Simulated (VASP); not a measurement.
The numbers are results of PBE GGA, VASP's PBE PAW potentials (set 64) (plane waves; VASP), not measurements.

A VASP calculation is set up with these files.

### KPOINTS
```
Automatic mesh
0
Gamma
13 13 13
0 0 0
```

**INCAR**
```
SYSTEM = PtAl2
PREC = Accurate
ENCUT = 300
EDIFF = 1E-6
NELM = 100
ALGO = Normal
LREAL = .FALSE.
LASPH = .TRUE.
ISMEAR = -1
SIGMA = 0.1
GGA = PE
LMAXMIX = 6
LWAVE = .FALSE.
LCHARG = .FALSE.
ISIF = 2
```

### POSCAR
```
PtAl2
1
    0.0000000000     2.8420360000     2.8420360000
    2.8420360000     0.0000000000     2.8420360000
    2.8420360000     2.8420360000     0.0000000000
Al Pt
2 1
Direct
  0.2500000000   0.2500000000   0.2500000000
  0.7500000000   0.7500000000   0.7500000000
  0.0000000000   0.0000000000   0.0000000000
```

POTCAR, in this order: Al Pt (PBE.64 set). Program: vasp_std.

The resulting files:

OSZICAR:
```
       N       E                     dE             d eps       ncg     rms          rms(c)
DAV:   1     0.271724962444E+02    0.27172E+02   -0.50269E+03  2308   0.711E+02
DAV:   2    -0.155250247323E+02   -0.42698E+02   -0.38968E+02  2344   0.149E+02
DAV:   3    -0.164706678699E+02   -0.94564E+00   -0.93486E+00  2556   0.208E+01
DAV:   4    -0.164775406260E+02   -0.68728E-02   -0.68708E-02  2352   0.208E+00
DAV:   5    -0.164776290532E+02   -0.88427E-04   -0.88423E-04  2552   0.248E-01    0.106E+01
DAV:   6    -0.159494100515E+02    0.52822E+00   -0.24008E+00  2356   0.156E+01    0.283E+00
DAV:   7    -0.158719046192E+02    0.77505E-01   -0.13805E-01  2180   0.373E+00    0.199E+00
DAV:   8    -0.158397531127E+02    0.32152E-01   -0.22732E-02  2328   0.156E+00    0.251E-01
DAV:   9    -0.158398416685E+02   -0.88556E-04   -0.13086E-03  2408   0.356E-01    0.167E-01
DAV:  10    -0.158399442274E+02   -0.10256E-03   -0.25379E-04  2200   0.133E-01    0.148E-02
DAV:  11    -0.158399428396E+02    0.13878E-05   -0.82021E-06  2484   0.306E-02    0.643E-03
DAV:  12    -0.158399439963E+02   -0.11568E-05   -0.26479E-06  2176   0.125E-02    0.186E-03
DAV:  13    -0.158399440036E+02   -0.72187E-08   -0.24550E-07  1276   0.525E-03
   1 F= -.15839944E+02 E0= -.15822542E+02  d E =-.348049E-01
```

**OUTCAR**
```
------------------------ aborting loop because EDIFF is reached ----------------------------------------
  FORCE on cell =-STRESS in cart. coord.  units (eV):
  Direction    XX          YY          ZZ          XY          YZ          ZX
  --------------------------------------------------------------------------------------
  Total        6.6497819      6.6497819      6.6497819      0.0000000      0.0000000      0.0000000
  in kB      232.0594521    232.0594521    232.0594521      0.0000000      0.0000000      0.0000000
  external PRESSURE =     232.0594521 kB  Pullay stress =       0.0000000 kB
  volume of cell :       45.91
      direct lattice vectors                 reciprocal lattice vectors
     0.000000000  2.842036000  2.842036000    -0.175930213  0.175930213  0.175930213
     2.842036000  0.000000000  2.842036000     0.175930213 -0.175930213  0.175930213
     2.842036000  2.842036000  0.000000000     0.175930213  0.175930213 -0.175930213
 POSITION                                       TOTAL-FORCE (eV/Angst)
 -----------------------------------------------------------------------------------
      1.42102      1.42102      1.42102         0.000000      0.000000      0.000000
      4.26305      4.26305      4.26305        -0.000000     -0.000000     -0.000000
      0.00000      0.00000      0.00000        -0.000000      0.000000     -0.000000
 -----------------------------------------------------------------------------------
    total drift:                               -0.000000      0.000000      0.000000
  FREE ENERGIE OF THE ION-ELECTRON SYSTEM (eV)
  ---------------------------------------------------
  free  energy   TOTEN  =       -15.8399440036 eV

  energy  without entropy=      -15.8051390630  energy(sigma->0) =      -15.82254153
```
(Selected blocks of OUTCAR.)

At this cut-off the stress carries a Pulay error, which pulls relaxed volumes low.

The structure is a typed PtAl2 crystal. The cell was not relaxed at this level, and its volume differs by -5.9 % from the start's.
